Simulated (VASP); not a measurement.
The system is Zn4Te3O.

```
Zn Te O
1.0
     4.14059    0.00000    0.00000
     0.00000    4.14059    0.00000
     0.00000    0.00000    9.92765
Zn Te O
4 3 1
Cartesian
  0.0000 2.0703 1.6205
  2.0703 0.0000 1.6205
  0.0000 2.0703 8.3072
  2.0703 0.0000 8.3072
  2.0703 2.0703 2.9932
  2.0703 2.0703 6.9345
  0.0000 0.0000 0.0000
  0.0000 0.0000 4.9638
```

The cell was built by a generator and needn't be a form met in nature.

* Program: VASP 6.6.1
* Task: relaxation of cell and atoms
* Functional: PBE
* Potentials or basis: VASP PAW PBE potentials, release 64 (Zn, Te, O)
* Cutoff: 520 eV
* k mesh: 4 × 4 × 2
* Occupations: gaussian, width 0.15 eV
* Spin: no spin polarisation

At the start: pressure 15.6 GPa; volume 21.28 Å³/atom.

How do energy, volume and symmetry change on relaxing?

Over 21 steps the energy falls by 283.4 meV/atom and the volume is 24.70 Å³/atom (+16.1 %); space group P4/mmm (No. 123, to 0.05 Å).

Step by step:
```
step  energy change (eV)  largest force (eV/Å)  pressure (GPa)  volume (Å³)
   1              0.0000                3.6757           15.62       170.20
   2             -1.5146                0.9953           -4.12       226.52
   3             -1.8643                0.4762           -0.21       205.54
   4             -1.9539                0.4029            0.06       205.69
   5             -2.1348                0.1982           -0.28       205.71
   6             -2.1244                0.0995           -0.84       203.70
   7             -2.1862                0.1462           -0.69       205.11
   8             -2.1885                0.3112            0.75       198.66
   9             -2.1933                0.2238           -0.31       201.96
  10             -2.1923                0.2732            0.82       200.18
  11             -2.1932                0.2480            0.40       201.07
  12             -2.1933                0.2435            0.20       201.27
  13             -2.2051                0.1002            0.06       200.63
  14             -2.2117                0.1546           -0.19       199.58
  15             -2.2168                0.1462           -0.15       198.73
  16             -2.2258                0.1360            0.94       196.14
  17             -2.2303                0.1409            0.62       196.25
  18             -2.2426                0.1365            0.06       196.57
  19             -2.2591                0.1050           -0.05       197.12
  20             -2.2627                0.1323           -0.78       197.89
  21             -2.2673                0.0511           -0.32       197.58
```

Final structure:
```
Zn Te O
1.0
     4.45133    0.00000    0.00000
     0.00000    4.45133    0.00000
     0.00000    0.00000    9.97166
Zn Te O
4 3 1
Direct
  0.00000 0.50000 0.19299
  0.50000 0.00000 0.19299
  0.00000 0.50000 0.80701
  0.50000 0.00000 0.80701
  0.50000 0.50000 0.33872
  0.50000 0.50000 0.66128
  0.00000 0.00000 0.00000
  0.00000 0.00000 0.50000
```

Caveat: the k mesh is coarse (spacing up to 0.38 Å⁻¹), so the values aren't converged; the volume moved by over 15 % at a fixed basis, so the end points are rough.
